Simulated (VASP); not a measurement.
Output of a VASP run:

File OSZICAR:
```
       N       E                     dE             d eps       ncg     rms          rms(c)
DAV:   1     0.287521396743E+02    0.28752E+02   -0.44984E+03  2224   0.824E+02
DAV:   2    -0.656176665620E+01   -0.35314E+02   -0.34275E+02  2362   0.170E+02
DAV:   3    -0.685058460798E+01   -0.28882E+00   -0.28684E+00  2522   0.177E+01
DAV:   4    -0.685196479545E+01   -0.13802E-02   -0.13801E-02  2567   0.115E+00
DAV:   5    -0.685197948359E+01   -0.14688E-04   -0.14689E-04  2599   0.102E-01    0.918E+00
DAV:   6    -0.652447849025E+01    0.32750E+00   -0.14473E+00  2206   0.113E+01    0.433E+00
DAV:   7    -0.650694061100E+01    0.17538E-01   -0.13577E-02  2534   0.972E-01    0.220E+00
DAV:   8    -0.650105431340E+01    0.58863E-02   -0.15999E-03  2345   0.377E-01    0.757E-02
DAV:   9    -0.650106052601E+01   -0.62126E-05   -0.10308E-05  2962   0.330E-02    0.178E-02
DAV:  10    -0.650106351883E+01   -0.29928E-05   -0.16527E-06  2487   0.114E-02    0.168E-03
DAV:  11    -0.650106351194E+01    0.68945E-08   -0.15223E-08  2797   0.112E-03
   1 F= -.65010635E+01 E0= -.65013369E+01  d E =-.650106E+01
```

OUTCAR:
```
------------------------ aborting loop because EDIFF is reached ----------------------------------------
  FORCE on cell =-STRESS in cart. coord.  units (eV):
  Direction    XX          YY          ZZ          XY          YZ          ZX
  --------------------------------------------------------------------------------------
  Total       -0.0027646     -0.0027646     -0.0027646      0.0000000      0.0000000      0.0000000
  in kB       -0.3136645     -0.3136645     -0.3136645      0.0000000      0.0000000      0.0000000
  external PRESSURE =      -0.3136645 kB  Pullay stress =       0.0000000 kB
  volume of cell :       14.12
      direct lattice vectors                 reciprocal lattice vectors
     0.000000000  1.918442751  1.918442751    -0.260628054  0.260628054  0.260628054
     1.918442751  0.000000000  1.918442751     0.260628054 -0.260628054  0.260628054
     1.918442751  1.918442751  0.000000000     0.260628054  0.260628054 -0.260628054
 POSITION                                       TOTAL-FORCE (eV/Angst)
 -----------------------------------------------------------------------------------
      0.00000      0.00000      0.00000        -0.000000      0.000000      0.000000
 -----------------------------------------------------------------------------------
    total drift:                                0.000000     -0.000000      0.000000
  FREE ENERGIE OF THE ION-ELECTRON SYSTEM (eV)
  ---------------------------------------------------
  free  energy   TOTEN  =        -6.5010635119 eV

  energy  without entropy=       -6.5018836710  energy(sigma->0) =       -6.50133690

 reached required accuracy - stopping structural energy minimisation
```
(Selected blocks of OUTCAR.)

**POSCAR**
```
Pd
1
    0.0000000000     1.9184427507     1.9184427507
    1.9184427507     0.0000000000     1.9184427507
    1.9184427507     1.9184427507     0.0000000000
Pd
1
Direct
  0.0000000000   0.0000000000   0.0000000000
```

Q: Reconstruct the remaining input files.

A: One answer among several that fit: the input of the run itself, LDA (Ceperley-Alder, Perdew-Zunger), plane waves, VASP's LDA PAW potentials (set 64).

KPOINTS:
```
Automatic mesh
0
Gamma
15 15 15
0 0 0
```

### INCAR
```
# general
SYSTEM  = Pd
PREC    = Accurate
ENCUT   = 400
LREAL   = .False.
LASPH   = .True.

# electronic loop
EDIFF   = 1E-8
NELM    = 100
ALGO    = Normal
LMAXMIX = 4

# smearing
ISMEAR  = 1
SIGMA   = 0.1

# ions
IBRION  = 1
NSW     = 30
ISIF    = 2
EDIFFG  = -0.001

# output
LWAVE   = .False.
LCHARG  = .False.
```

POTCAR, in this order: Pd (LDA.64 set). Program: vasp_std.

The compound is Pd in the fcc structure. It was relaxed first. The start is the result of an earlier pass.
